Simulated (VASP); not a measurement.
Runs of VASP 6.6.1 on CrC3. All rows change the cell; the cell of one of them follows. Symmetry: Pm-3m, No. 221, cubic system. Conventional cell: a = 3.602 Å, b = 3.602 Å, c = 3.602 Å, α = 90.00°, β = 90.00°, γ = 90.00°. Around Cr (site symmetry m-3m) lie 12 C at 2.55 Å. C (site symmetry 4/mmm) has 4 Cr at 2.55 Å and 8 C at 2.55 Å as nearest neighbours. The cell was built by a generator and needn't be a form met in nature.

| task | cell | k mesh | cutoff (eV) | gap on the mesh (eV) | pressure (GPa) | moment (μB) | relaxed volume (Å³/atom) |
| --- | --- | --- | --- | --- | --- | --- | --- |
| relaxation of cell and atoms | relaxed from: species swapped into the VPt3 type (Pm-3m, No. 221) | 6 × 6 × 6 | 600 | none | -0.4 | 1.44 | (a) |
| relaxation of cell and atoms | relaxed from: species swapped into the VPt3 type (Pm-3m, No. 221) | 14 × 14 × 14 | 600 | none | 0.0 | 0.00 | 7.40 |
| single point | species swapped into the VPt3 type (Pm-3m, No. 221) | 14 × 14 × 14 | 520 | none | -4.8 | 0.00 | - |
| single point | species swapped into the VPt3 type (Pm-3m, No. 221) | 6 × 6 × 6 | 520 | none | -34.3 | 2.72 | - |

Alike in all rows: level PBE; potentials or basis VASP PAW PBE potentials, release 64 (Cr_pv, C); spin collinear, typed start; smearing gaussian 0.1 eV.

Problem. Fill in the values left out.

Solution. (a) 7.56.

Caveats: the volume moved by over 15 % at a fixed basis, so the end points are rough (some runs); a pressure of tens of GPa on the cell as given is suspect, and the run, the potentials or the cell itself is likely at fault (some runs).

A gap of «none» marks a metal or a gap under the smearing width.
